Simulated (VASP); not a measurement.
Computed with MS2 meta-GGA, VASP's PBE PAW potentials (set 64) (plane waves; VASP).

VASP input:

### POSCAR
```
CoGa
1
    2.8337298441     0.0000000000     0.0000000000
    0.0000000000     2.8337298441     0.0000000000
    0.0000000000     0.0000000000     2.8337298441
Ga Co
1 1
Direct
  0.5000000000   0.5000000000   0.5000000000
  0.0000000000   0.0000000000   0.0000000000
```

KPOINTS:
```
Automatic mesh
0
Gamma
14 14 14
0 0 0
```

KPOINTS_OPT:
```
k-points along high-symmetry lines
10
Line-mode
Reciprocal
  0.000000   0.000000   0.000000 ! GAMMA
  0.000000   0.500000   0.000000 ! X

  0.000000   0.500000   0.000000 ! X
  0.500000   0.500000   0.000000 ! M

  0.500000   0.500000   0.000000 ! M
  0.000000   0.000000   0.000000 ! GAMMA

  0.000000   0.000000   0.000000 ! GAMMA
  0.500000   0.500000   0.500000 ! R

  0.500000   0.500000   0.500000 ! R
  0.000000   0.500000   0.000000 ! X

  0.500000   0.500000   0.500000 ! R
  0.500000   0.500000   0.000000 ! M
```

### INCAR
```
LREAL=.FALSE.
ENCUT=520
ISIF=2   # forces and stress, cell fixed
PREC=Accurate
METAGGA=MS2
LMAXMIX=4   # l cut-off of mixed one-centre charges
LCHARG=.FALSE.
ISMEAR=-5   # tetrahedra, Bloechl
LWAVE=.FALSE.
EDIFF=1E-7   # SCF stop (eV)
LORBIT=11
NELM=100   # most electronic steps
LASPH=.TRUE.   # aspherical one-centre terms
SYSTEM=CoGa
ALGO=Normal
LMIXTAU=.TRUE.
NEDOS=601   # DOS grid
```

POTCAR, in this order: Ga_d Co (PBE.64 set). Program: vasp_std.

### Question
What will the output report for the number of irreducible k-points (NKPTS), largest plane-wave count, number of space-group operations, FFT grid (NGX, NGY, NGZ)?

### Answer

- number of irreducible k-points (NKPTS) = 120
- largest plane-wave count = 628
- number of space-group operations = 48
- FFT grid (NGX, NGY, NGZ) = 24 × 24 × 24

The compound is CoGa in the CsCl type structure. It was relaxed first. The run is not spin-polarised, so no magnetic state was tried.
